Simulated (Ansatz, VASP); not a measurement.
# Zr (Zirconium) in two plane-wave programs

Aim: how closely do two programs agree when they are given the same cell, functional and k mesh? The cell is taken from a series of runs on this material, whose earlier steps may have relaxed, scaled, displaced or heated it; both programs get it as it stands.

Program: Ansatz 0.2.0. Level of theory: plane waves, with VASP 6.6.1 beside it; zone-centre phonons at LDA. Results are calculated unless marked as measured.

## Step 1: The starting structure

The structure is hexagonal, space group P6_3/mmc (No. 194). The conventional cell has a = 3.206 Å, b = 3.206 Å, c = 5.006 Å, α = 90.00°, β = 90.00°, γ = 120.00°. Nearest to Zr lie 12 Zr at 3.11 to 3.21 Å.

Coordinates:

```cif
data_structure
_symmetry_space_group_name_H-M 'P 1'
_symmetry_Int_Tables_number 1
_cell_length_a 3.2059
_cell_length_b 3.2059
_cell_length_c 5.0058
_cell_angle_alpha 90.000
_cell_angle_beta 90.000
_cell_angle_gamma 120.000
_cell_volume 44.56
loop_
_atom_site_label
_atom_site_type_symbol
_atom_site_fract_x
_atom_site_fract_y
_atom_site_fract_z
_atom_site_occupancy
Zr1 Zr 0.33333 0.66667 0.25000 1
Zr2 Zr 0.66667 0.33333 0.75000 1
```

## Step 2: VASP: zone-centre phonons, LDA, pair 1

Second derivatives magnify differences that forces hide, and they need a tight electronic threshold.

Lines of VASP's logs that name or quote its potential files are left out, and so is its time.

INCAR

```
SYSTEM = Zr
PREC = Accurate
ENCUT = 500
EDIFF = 1E-08
NELM = 120
ISMEAR = 1
SIGMA = 0.2
LREAL = .FALSE.
ALGO = Normal
GGA = CA
NBANDS = 18
LASPH = .TRUE.
LORBIT = 11
LWAVE = .FALSE.
LCHARG = .FALSE.
ISIF = 2
IBRION = 8
GGA_COMPAT = .FALSE.
KPAR = 2
```

POSCAR

```
Zr
1.0
    3.2058832077      0.0000000000      0.0000000000
   -1.6029416039      2.7763762995      0.0000000000
    0.0000000000      0.0000000000      5.0057797597
Zr
2
Direct
    0.3333333333      0.6666666667      0.2500000000
    0.6666666667      0.3333333333      0.7500000000
```

KPOINTS

```
Automatic mesh
0
Gamma
15 15 8
0 0 0
```

Potentials, in the order of the species: Zr_sv (LDA family, release 64).

Launch:

```bash
> mpirun -np 2 vasp_std
```

Numbers of over 12 decimals in the logs are rounded to 6 here.

What it wrote:

```text
[banner, memory and clock lines left out]
running    2 mpi-ranks, on    1 nodes
 distrk:  each k-point on    1 cores,    2 groups
 distr:  one band on    1 cores,    1 groups

 POSCAR found type information on POSCAR Zr
 POSCAR found :  1 types and       2 ions
 LDA part: xc-table for (Slater(with rela. corr.)+CA(PZ))
 , standard interpolation
 POSCAR, INCAR and KPOINTS ok, starting setup
 FFT: planning ... GRIDC
 FFT: planning ... GRID_SOFT
 FFT: planning ... GRID
 WAVECAR not read
 entering main loop
       N       E                     dE             d eps       ncg     rms          rms(c)
DAV:   1     0.210134901868E+03    0.21013E+03   -0.13204E+04  4860   0.129E+03
DAV:   2    -0.372315772891E+01   -0.21386E+03   -0.21053E+03  5698   0.380E+02
DAV:   3    -0.189201060039E+02   -0.15197E+02   -0.15058E+02  8776   0.735E+01
DAV:   4    -0.192922449083E+02   -0.37214E+00   -0.37178E+00  5694   0.119E+01
DAV:   5    -0.193034236521E+02   -0.11179E-01   -0.11174E-01  7266   0.144E+00    0.157E+01
DAV:   6    -0.186879032456E+02    0.61552E+00   -0.92594E-01  5252   0.742E+00    0.630E+00
DAV:   7    -0.185656600305E+02    0.12224E+00   -0.59310E-01  7118   0.502E+00    0.108E+00
DAV:   8    -0.185679650025E+02   -0.23050E-02   -0.32313E-02  6376   0.147E+00    0.270E-01
DAV:   9    -0.185682354552E+02   -0.27045E-03   -0.13958E-03  6318   0.345E-01    0.291E-02
DAV:  10    -0.185682220019E+02    0.13453E-04   -0.43896E-05  7162   0.407E-02    0.236E-02
DAV:  11    -0.185682230247E+02   -0.10228E-05   -0.81811E-06  5400   0.336E-02    0.217E-03
DAV:  12    -0.185682229695E+02    0.55267E-07   -0.32030E-07  6556   0.390E-03    0.183E-03
DAV:  13    -0.185682229810E+02   -0.11513E-07   -0.32081E-08  4702   0.119E-03    0.469E-04
DAV:  14    -0.185682229827E+02   -0.17494E-08   -0.25844E-09  2942   0.583E-04
   1 F= -.18568223E+02 E0= -.18568560E+02  d E =0.101151E-02
 Linear response reoptimize wavefunctions to high precision
DAV:   1    -0.185682229834E+02   -0.65938E-09   -0.87464E-10  3084   0.325E-04
DAV:   2    -0.185682229834E+02   -0.23192E-10   -0.25506E-10  2858   0.138E-04
 Linear response DOF=           2
 Linear response progress:
  Degree of freedom:   1/  2
       N       E                     dE             d eps       ncg     rms          rms(c)
RMM:   1    -0.659083906621E+00   -0.65908E+00    0.27795E+00 21828   0.134E+01
RMM:   2    -0.611511522256E+00    0.47572E-01   -0.24097E-01 33024   0.272E+00    0.231E-01
RMM:   3    -0.613061681231E+00   -0.15502E-02   -0.37855E-02 40455   0.955E-01    0.722E-02
RMM:   4    -0.615265358032E+00   -0.22037E-02   -0.49849E-03 49036   0.348E-01    0.253E-02
RMM:   5    -0.615868606031E+00   -0.60325E-03   -0.86248E-04 48025   0.144E-01    0.170E-02
RMM:   6    -0.615913841635E+00   -0.45236E-04   -0.20469E-04 52025   0.623E-02    0.182E-02
RMM:   7    -0.615861852385E+00    0.51989E-04   -0.60465E-05 48450   0.370E-02    0.464E-03
RMM:   8    -0.615792943445E+00    0.68909E-04   -0.22821E-05 51721   0.174E-02    0.909E-03
RMM:   9    -0.615779242776E+00    0.13701E-04   -0.11361E-05 50987   0.986E-03    0.624E-03
RMM:  10    -0.615764555213E+00    0.14688E-04   -0.43478E-06 49943   0.764E-03    0.217E-03
RMM:  11    -0.615762504446E+00    0.20508E-05   -0.52447E-06 53067   0.447E-03    0.959E-04
RMM:  12    -0.615763807322E+00   -0.13029E-05   -0.37537E-06 52525   0.302E-03    0.770E-05
RMM:  13    -0.615764401457E+00   -0.59413E-06   -0.27826E-06 52974   0.194E-03    0.723E-05
RMM:  14    -0.615764494215E+00   -0.92758E-07   -0.21709E-06 53328   0.138E-03    0.846E-05
[...]
RMM:  21    -0.615763855892E+00    0.43798E-06   -0.31269E-07 45788   0.468E-04    0.102E-05
RMM:  22    -0.615763768660E+00    0.87232E-07   -0.25614E-07 49874   0.403E-04    0.192E-05
RMM:  23    -0.615763879317E+00   -0.11066E-06   -0.22014E-07 45857   0.372E-04    0.667E-06
RMM:  24    -0.615763877876E+00    0.14416E-08   -0.18864E-07 49493   0.336E-04    0.106E-05
RMM:  25    -0.615763898287E+00   -0.20411E-07   -0.16294E-07 48374   0.312E-04    0.144E-05
RMM:  26    -0.615763819513E+00    0.78773E-07   -0.13343E-07 46520   0.294E-04    0.124E-05
RMM:  27    -0.615763767790E+00    0.51724E-07   -0.11211E-07 49471   0.276E-04    0.108E-05
RMM:  28    -0.615763761525E+00    0.62645E-08   -0.96875E-08 46093   0.260E-04    0.126E-05
 first order change of Fermi-energy   0.14340E-04
 force on displaced ion       1 direction 1 :  -0.584   0.000   0.000
 Linear response progress:
  Degree of freedom:   2/  2
       N       E                     dE             d eps       ncg     rms          rms(c)
RMM:   1    -0.767971257943E+00   -0.76797E+00    0.30060E+00  7563   0.136E+01
RMM:   2    -0.719353154992E+00    0.48618E-01   -0.26806E-01 11177   0.278E+00    0.246E-01
RMM:   3    -0.722302650379E+00   -0.29495E-02   -0.44593E-02 13694   0.987E-01    0.829E-02
RMM:   4    -0.724994688467E+00   -0.26920E-02   -0.53595E-03 15399   0.357E-01    0.320E-02
RMM:   5    -0.725363720053E+00   -0.36903E-03   -0.80059E-04 16179   0.149E-01    0.195E-02
RMM:   6    -0.725230778671E+00    0.13294E-03    0.40279E-04 16746   0.668E-02    0.115E-02
RMM:   7    -0.725201507138E+00    0.29272E-04    0.13567E-04 17000   0.348E-02    0.563E-03
RMM:   8    -0.725209618816E+00   -0.81117E-05   -0.74208E-05 16894   0.183E-02    0.141E-03
RMM:   9    -0.725194552804E+00    0.15066E-04   -0.37369E-05 17613   0.102E-02    0.422E-04
RMM:  10    -0.725195480273E+00   -0.92747E-06   -0.31016E-05 17572   0.585E-03    0.216E-04
RMM:  11    -0.725198375764E+00   -0.28955E-05   -0.47088E-05 17785   0.354E-03    0.141E-04
RMM:  12    -0.725199571784E+00   -0.11960E-05   -0.39461E-05 17132   0.257E-03    0.562E-05
RMM:  13    -0.725198979105E+00    0.59268E-06   -0.28495E-05 17590   0.186E-03    0.570E-05
RMM:  14    -0.725198500229E+00    0.47888E-06   -0.18581E-05 16715   0.146E-03    0.117E-05
[...]
RMM:  39    -0.725198392093E+00    0.14609E-07   -0.47977E-07 16045   0.189E-04    0.304E-06
RMM:  40    -0.725198386867E+00    0.52263E-08   -0.42364E-07 13809   0.187E-04    0.340E-06
RMM:  41    -0.725198390014E+00   -0.31470E-08   -0.40391E-07 12867   0.186E-04    0.301E-06
RMM:  42    -0.725198393686E+00   -0.36725E-08   -0.37417E-07 13519   0.186E-04    0.275E-06
RMM:  43    -0.725198400289E+00   -0.66028E-08   -0.39545E-07 14268   0.185E-04    0.232E-06
RMM:  44    -0.725198406052E+00   -0.57628E-08   -0.37619E-07 13623   0.184E-04    0.198E-06
RMM:  45    -0.725198402613E+00    0.34386E-08   -0.36166E-07 11741   0.184E-04    0.195E-06
RMM:  46    -0.725198403250E+00   -0.63679E-09   -0.33775E-07 11460   0.183E-04    0.196E-06
 first order change of Fermi-energy  -0.13577E-03
 force on displaced ion       1 direction 3 :   0.000  -0.000  -4.805
 Linear response finished
```

From OUTCAR (step 2):

```text
ion  position               nearest neighbor table
   1  0.333  0.667  0.250-   2 3.11   2 3.11   2 3.11   2 3.11   2 3.11   2 3.11
   2  0.667  0.333  0.750-   1 3.11   1 3.11   1 3.11   1 3.11   1 3.11   1 3.11

  LATTYP: Found a hexagonal cell.
 ALAT       =     3.2058832077
 C/A-ratio  =     1.5614354720

 Subroutine GETGRP returns: Found 24 space group operations
 (whereof 12 operations were pure point group operations)

The static configuration has the point symmetry D_3d.
 The point group associated with its full space group is D_6h.

 Found    135 irreducible k-points:

   k-points           NKPTS =    135   k-points in BZ     NKDIM =    135   number of bands    NBANDS=     18

   dimension x,y,z NGX =    24 NGY =   24 NGZ =   40
   dimension x,y,z NGXF=    48 NGYF=   48 NGZF=   80

   ENCUT  =  500.0 eV  36.75 Ry    6.06 a.u.   5.85  5.85  9.13*2*pi/ulx,y,z

   NELECT =      24.0000    total number of electrons

 k-points in reciprocal lattice and weights: Automatic mesh
   0.00000000  0.00000000  0.00000000       0.001
   0.06666667  0.00000000  0.00000000       0.003
   0.13333333 -0.00000000  0.00000000       0.003
   0.20000000  0.00000000  0.00000000       0.003
   0.26666667 -0.00000000  0.00000000       0.003
   0.33333333 -0.00000000  0.00000000       0.003
   0.40000000  0.00000000  0.00000000       0.003
   0.46666667  0.00000000  0.00000000       0.003
   0.06666667  0.06666667  0.00000000       0.003
[...]
0.33333333  0.26666667  0.50000000       0.007
   0.33333333  0.33333333  0.50000000       0.001

 average (electrostatic) potential at core
       1 -73.8640       2 -73.8640

  Total       -0.7848508     -0.7848508      0.0268648      0.0000000      0.0000000      0.0000000
  in kB      -28.2227887    -28.2227887      0.9660427      0.0000000      0.0000000      0.0000000
  external PRESSURE =     -18.4931782 kB  Pullay stress =       0.0000000 kB

  energy-cutoff  :      500.00
  volume of cell :       44.56
      direct lattice vectors                 reciprocal lattice vectors
     3.205883208  0.000000000  0.000000000     0.311926522  0.180090862  0.000000000
    -1.602941604  2.776376299  0.000000000     0.000000000  0.360181723  0.000000000
     0.000000000  0.000000000  5.005779760     0.000000000  0.000000000  0.199769077

 POSITION                                       TOTAL-FORCE (eV/Angst)
 -----------------------------------------------------------------------------------
     -0.00000      1.85092      1.25144        -0.000000      0.000000      0.000000
      1.60294      0.92546      3.75433         0.000000     -0.000000      0.000000
 -----------------------------------------------------------------------------------
    total drift:                               -0.000000      0.000000     -0.000000

 Eigenvectors and eigenvalues of the dynamical matrix
 ----------------------------------------------------

   1 f  =    5.073995 THz    31.880852 2PiTHz  169.250261 cm-1    20.984348 meV
             X         Y         Z           dx          dy          dz
     -0.000000  1.850918  1.251445     0.000000    0.000000   -0.707107
      1.602942  0.925459  3.754335     0.000000    0.000000    0.707107

   2 f  =    1.769303 THz    11.116860 2PiTHz   59.017601 cm-1     7.317247 meV
             X         Y         Z           dx          dy          dz
     -0.000000  1.850918  1.251445     0.225582   -0.670159    0.000000
      1.602942  0.925459  3.754335    -0.225582    0.670159    0.000000

   3 f  =    1.769303 THz    11.116860 2PiTHz   59.017601 cm-1     7.317247 meV
             X         Y         Z           dx          dy          dz
     -0.000000  1.850918  1.251445    -0.670159   -0.225582    0.000000
      1.602942  0.925459  3.754335     0.670159    0.225582    0.000000

   4 f  =    0.000000 THz     0.000000 2PiTHz    0.000001 cm-1     0.000000 meV
             X         Y         Z           dx          dy          dz
     -0.000000  1.850918  1.251445    -0.706510   -0.029047    0.000000
      1.602942  0.925459  3.754335    -0.706510   -0.029047    0.000000

   5 f  =    0.000000 THz     0.000000 2PiTHz    0.000001 cm-1     0.000000 meV
             X         Y         Z           dx          dy          dz
     -0.000000  1.850918  1.251445    -0.029047    0.706510    0.000000
      1.602942  0.925459  3.754335    -0.029047    0.706510    0.000000

   6 f  =    0.000000 THz     0.000000 2PiTHz    0.000000 cm-1     0.000000 meV
             X         Y         Z           dx          dy          dz
     -0.000000  1.850918  1.251445     0.000000    0.000000    0.707107
      1.602942  0.925459  3.754335     0.000000    0.000000    0.707107

 ELASTIC MODULI CONTR FROM IONIC RELAXATION (kBar)
 Direction    XX          YY          ZZ          XY          YZ          ZX
 --------------------------------------------------------------------------------
 XX         -97.4504     97.4504     -0.0000      0.0000      0.0000      0.0000
 YY          97.4504    -97.4504      0.0000      0.0000      0.0000     -0.0000
 ZZ          -0.0000      0.0000     -0.0000      0.0000      0.0000     -0.0000
 XY           0.0000      0.0000      0.0000    -97.4504      0.0000      0.0000
 YZ           0.0000      0.0000      0.0000      0.0000      0.0000      0.0000
 ZX           0.0000     -0.0000     -0.0000      0.0000      0.0000     -0.0000
 --------------------------------------------------------------------------------
```

## Step 3: Ansatz: zone-centre phonons, LDA, pair 1

Ansatz runs on its PAW soft_1 files.

The same cell, functional (in two slightly different forms), mesh and smearing now go to Ansatz, which takes its cutoff from its data sets.

input.yaml

```yaml
crystal:
  lattice:
    - [3.2058832077, 0.0, 0.0]
    - [-1.6029416039, 2.7763762995, 0.0]
    - [0.0, 0.0, 5.0057797597]
  atoms:
    - { symbol: Zr, position: [0.3333333333, 0.6666666667, 0.25] }
    - { symbol: Zr, position: [0.6666666667, 0.3333333333, 0.75] }
kpoints:
  mp_grid: { grid: [15, 15, 8] }
hamiltonian:
  xc: lda
  pseudopotentials: { kind: paw, azcp: { folder: soft_1 }, xc_functional: pbe }
scf:
  occupations: { method: methfessel_paxton, width: 0.2 }
output:
  eigenvalues: true
phonons:
  method: dfpt
```

Launch:

```bash
> ansatz run input.yaml --threads 4 --pin off --max-ram 10240MiB --backend cpu --events-out ev --progress --plain --runs-dir out
```

What it wrote:

```text
zone centre: on kpoints.mp_grid the ground state, and the responses unless they are solved on pairs of k-points, stand on 320 of the mesh's 1800 k-points, reduced under 4 symmetry operations, with k and −k counted as one. Each operation leaves every solved displacement unchanged or reverses it
Engine: ansatz 0.2.0, aarch64-unknown-linux-gnu
Pseudopotentials: kind: paw
Pseudopotential: Zr, paw, valence charge 12, recommended cutoff 420 eV (normal), soft_1/Zr.paw.azcp
Functional definition: SPW92
  exchange = slater_x
  correlation = pw_c
Crystal: 2 atoms, lattice volume = 44.555 Å³
Basis set: ecut = 420 eV, 881 PW (Γ), exchange–correlation on 48×48×72 points (8 copies of the dense FFT grid, shifted against one another)
Bands: 16, of which v1, the nominal top of the filled ones, is band 12 counted from 1 (11 counted from 0)
Symmetry: 24 space group operations
k-points: 320 of 1800 (irreducible under 4 space group operations, time reversal used)
Non-local potential: Zr, projectors of the file, l = 0: 3, l = 1: 2, l = 2: 2, l = 3: 1
PAW form: soft (Blöchl's): semilocal exchange-correlation on the pseudo side does not see the compensation charge
PAW frozen core: Zr, regenerated for the run's functional, and the local potential with it (the file was generated under x = pbe(κ = 0.804, μ = 0.219515), c = pbe(β = 0.066725))
PAW one-centre angular grid: Zr, 590 points (default); XC on 64 Gauss nodes
Initial density: superposition of atomic densities (chi_scale 0.1, normalization cell)
Initial wavefunctions: pseudopotential atomic-orbital guess
Functional: x = slater, c = lda
SCF iter   1: F=—  HF=-8155.131272 eV  |F-HF|=—  |Δ(HF+E_count)|=         —  Δρ=2.88e-2  dr2=4.56e-1  ethr=3.10e-3  ⟨swp⟩=5.1  Hψ=47386  notcnv=0
automatic band count: the SCF goes on with 20 bands, as 16 were too few: they end inside the smearing window of the response
preconditioner: auto → none  [metal: Δε(μ)=0.016 eV  Ē_g=5.307 eV  σ=0.200 eV  W_gap=0.07  n_scr=8 (ndim 8)  ℏωp=15.7 eV  f_vac=0.000  D(μ)=1.94/eV (n_scr^D=22)  sad-step TF]
SCF iter   2: F=—  HF=-8155.020663 eV  |F-HF|=—  |Δ(HF+E_count)|=   1.11e-1  S|Δr|=    0.00e0  Δρ=1.83e-2  dr2=1.81e-1  ethr=1.90e-3  ⟨swp⟩=1.0  Hψ=8962  notcnv=0
SCF iter   3: F=—  HF=-8154.953287 eV  |F-HF|=—  |Δ(HF+E_count)|=   6.74e-2  S|Δr|=    0.00e0  Δρ=1.16e-3  dr2=4.69e-4  ethr=7.55e-4  ⟨swp⟩=3.0  Hψ=11503  notcnv=0
SCF iter   4: F=—  HF=-8154.953165 eV  |F-HF|=—  |Δ(HF+E_count)|=   1.23e-4  S|Δr|=    0.00e0  Δρ=2.37e-4  dr2=6.71e-6  ethr=1.95e-6  ⟨swp⟩=2.0  Hψ=9762  notcnv=0
SCF iter   5: F=—  HF=-8154.953167 eV  |F-HF|=—  |Δ(HF+E_count)|=   2.08e-6  S|Δr|=    0.00e0  Δρ=3.36e-5  dr2=2.36e-7  ethr=2.79e-8  ⟨swp⟩=2.0  Hψ=9714  notcnv=0
SCF iter   6: F=—  HF=-8154.953166 eV  |F-HF|=—  |Δ(HF+E_count)|=   7.76e-7  S|Δr|=    0.00e0  Δρ=5.46e-6  dr2=9.92e-9  ethr=9.84e-10  ⟨swp⟩=2.0  Hψ=9894  notcnv=0  defer=163
SCF iter   7: F=—  HF=-8154.953166 eV  |F-HF|=—  |Δ(HF+E_count)|=   3.02e-9  S|Δr|=    0.00e0  Δρ=9.48e-7  dr2=1.84e-10  ethr=4.13e-11  ⟨swp⟩=2.4  Hψ=9854  notcnv=0  defer=163
SCF iter   8: F=-8154.953166 eV  HF=-8154.953166 eV  |F-HF|=1.82e-12  |Δ(HF+E_count)|=  4.37e-11  S|Δr|=    0.00e0  Δρ=7.96e-8  dr2=1.66e-12  ethr=1.00e-12  ⟨swp⟩=9.7  Hψ=29289  notcnv=0
SCF 1 converged in 8 iterations: F = -8154.953166 eV  dr2 = 1.66e-12
  greatest PAW one-centre occupation: 0.994 electrons in one spin orbital (limit 2), on the Zr atom at site 1 (counted from 0), in its partial waves of l = 0
DFPT response loops at Γ: preconditioner auto → Kerker (q_TF=auto, 2.461 Å⁻¹) (partly filled bands, converged f_vac=0.000); β = 1.00, the filter's whole step (`scf.mixing.beta` (0.50) is not read by the response loops under this deck's `scf.mixing.preconditioner`; to damp them name `kerker` or `kerker_dos`, under which they read `scf.mixing.beta`, and type it under 1.00, their step now; both keys bind the ground state too); Broyden in place of MSR1
SCF converged after 8 iterations
Stability not checked: this state was not tested for a lower state beside it, because cold or Methfessel-Paxton smearing, or corrected tetrahedra, fill the levels in a way that the test cannot read (fill_not_monotonic; see scf.lower_state_search)
Free energy (F): -8154.953166 eV
Harris-Foulkes:  -8154.953166 eV  (|F-HF|=1.82e-12)
Internal energy: -8154.954217 eV  (E = F + TS)
E sigma→0 (E₀):  -8154.953429 eV
Entropy (-TS):   0.001051 eV (0.526 meV/atom)
Fermi energy:    14.462925 eV
--- Per-component energies (eV) ---
  E_band       = -181.027333
  E_kinetic    = 633.760830
  E_local      = -1176.941696  (includes V_loc(G=0)·N_el)
  E_nonlocal   = 158.860293
  E_hartree    = 381.548517
  E_xc         = -307.304290
  E_vxc        = -365.197860  (∫ρ·V_xc dr)
  E_paw        = -5717.858363  (= ΣΔE_a)
  E_vpaw       = -194.605880  (= ΣTr[D̂ρ^β])
  E_aug_tail   = -0.000049  (compensation charges beyond the density's cutoff)
  E_ewald      = -2127.760259
  E_core_change = 0.740800  (= ΣΔE_core)
  E_smearing   = 0.001051  (= −TS)
  E_closure    = -0.000000  (closes the sum)
  Σ components = -8154.953166   (vs F -8154.953166, Δ=0.00e0)
--- Band table (eV; the first three rows and the last of 320) ---
  k-point 0: bands = [... 8 lower, 8.7122, 11.2724, 15.2280, 15.2280, 15.6105, 16.0113, 16.0113, 16.0222, ... 4 higher]
  k-point 1: bands = [... 8 lower, 8.8547, 11.2807, 15.1347, 15.1347, 15.4968, 15.7353, 15.8912, 15.8912, ... 4 higher]
  k-point 2: bands = [... 8 lower, 9.2606, 11.2515, 15.0062, 15.0062, 15.1221, 15.1962, 15.6125, 15.6125, ... 4 higher]
  k-point 319: bands = [... 8 lower, 12.0775, 12.0775, 13.7772, 13.7772, 14.4659, 14.4659, 16.2798, 16.2798, ... 4 higher]
--- Phonons (Γ-DFPT): 2 representative perturbations + reference, on 320 of 1800 k-points (Σ response iterations 6) ---
  k mesh reduced under 4 symmetry operations, with k and −k counted as one. Each operation leaves every solved displacement unchanged or reverses it
  ASR residual: 2.019e-5 → 0.000e0 eV/Å²; symmetrization residual: 2.903e-10 eV/Å²
  ASR residual per site (eV/Å²): 2.02e-5 2.02e-5
  Γ frequencies (cm⁻¹): 0.00 0.00 0.00 59.40 59.40 168.76
  non-analytic LO–TO correction: not included (Born effective charges unavailable; polar crystals: no LO–TO splitting at Γ)
```

The column dr2 measures how far the density is from self-consistency, as an energy; F and HF (Harris–Foulkes) agree once it is small.

## Step 4: Comparison

Known differences besides the potentials themselves: the two LDA forms differ slightly; the cutoff is 420 eV in Ansatz and 500 eV in VASP; VASP's log shows a relativistic correction to its local exchange, Ansatz's none. Total energies have different zeros and are not compared.

Both answers:

```tsv
quantity	Ansatz	VASP	difference
optical mode 1 to 2 (cm⁻¹)	59.4	59.0	+0.65 %
optical mode 3 (cm⁻¹)	168.8	169.3	-0.29 %
```

Modes are paired by rising frequency, not by their patterns, so a pair may set unlike modes beside each other; they are those without the splitting of longitudinal modes.

(Part 1 of 2 ends here.)

[Lines on the potential files, build, host, timing and source positions are cut from VASP's logs without a mark.]

[Logs are printed without paths, hosts, clocks, repeated set-up lines and the standing remarks that a program may print on its own settings, such as how far it seeks lower states.]

[Hosts, paths, dates, database ids (printed as entryN), source tags and the programs' standing remarks are cut or masked in the printed files.]
